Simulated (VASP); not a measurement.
Data:

```
AuZn
1.0
    3.06052     0.00000     0.00000
    0.00000     3.06052     0.00000
    0.00000     0.00000     3.06052
Zn Au
1 1
Direct
  0.50000   0.50000   0.50000
  0.00000   0.00000   0.00000
```

Level of theory: SCAN meta-GGA, VASP's PBE PAW potentials (set 64) (plane waves; VASP). Run with 520 eV cut-off, 12×12×12 Γ-centred mesh, first-order Methfessel-Paxton smearing of 0.10 eV, potentials Zn Au.

Task: Give the stress tensor in GPa (positive for a compressed cell).

Result: 
```
10.26   0.00   0.00
 0.00  10.26   0.00
 0.00   0.00  10.26
```
The pressure is its mean diagonal, 10.26 GPa.

The compound is AuZn in the CsCl type structure. This cell is one point of a volume scan, at 0.94 of the reference volume. The electron count is odd and the run is not spin-polarised, which forces a metal.
